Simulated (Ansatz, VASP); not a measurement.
Two plane-wave programs on YTlS3

The input INCAR:

```
ALGO = Normal
EDIFF = 1E-6
ENCUT = 520
GGA = PE
ISIF = 2
ISMEAR = 0
LASPH = T
LCHARG = T
LELF = T
LREAL = F
LVHAR = T
LWAVE = F
NBANDS = 29
NELM = 80
PREC = Accurate
SIGMA = 0.1
```

Contents of KPOINTS:

```
k-points
0
Gamma
  4 4 4
```

Contents of POSCAR:

```
YTlS3
1.0
    5.3746023100      0.0000000000      0.0000000000
    0.0000000000      5.3746023100      0.0000000000
    0.0000000000      0.0000000000      5.3746023100
Y Tl S
1 1 3
Direct
    0.0000000000      0.0000000000      0.0000000000
    0.5000000000      0.5000000000      0.5000000000
    0.5000000000      0.0000000000      0.0000000000
    0.0000000000      0.5000000000      0.0000000000
    0.0000000000      0.0000000000      0.5000000000
```

Input for Ansatz:

```yaml
crystal:
  lattice:
    - [5.37460231, 0.0, 0.0]
    - [0.0, 5.37460231, 0.0]
    - [0.0, 0.0, 5.37460231]
  atoms:
    - { symbol: "Y", position: [0.0, 0.0, 0.0] }
    - { symbol: Tl, position: [0.5, 0.5, 0.5] }
    - { symbol: S, position: [0.5, 0.0, 0.0] }
    - { symbol: S, position: [0.0, 0.5, 0.0] }
    - { symbol: S, position: [0.0, 0.0, 0.5] }
basis:
  ecutwfc: 420
kpoints:
  mp_grid: { grid: [4, 4, 4] }
hamiltonian:
  xc: pbe
scf:
  occupations: { method: gaussian, width: 0.1 }
  lower_state_search: "off"
output:
  forces: true
  stress: true
  eigenvalues: true
```

Alike in both runs: task single point; functional PBE; k mesh 4 × 4 × 4; occupations gaussian, width 0.1 eV; no spin polarisation.

|  | VASP | Ansatz |
| --- | --- | --- |
| version | VASP 6.6.1 | Ansatz 0.2.0 |
| potentials or method | VASP PAW PBE potentials, release 64 (Y_sv, Tl_d, S) | scalar-relativistic, plane waves, PAW |
| plane-wave cutoff (eV) | 520 | 420 |
| valence electrons in the cell | 42 | 42 |

```tsv
	VASP	Ansatz	Ansatz less VASP
gap on the k mesh at the Fermi level (eV)	none	none	-
pressure (GPa)	-1.3	-1.2	+0.07
```

A gap of «none» marks a metal or a gap that the smearing closes.

Spin-orbit coupling is left out, which matters for the levels of Tl.
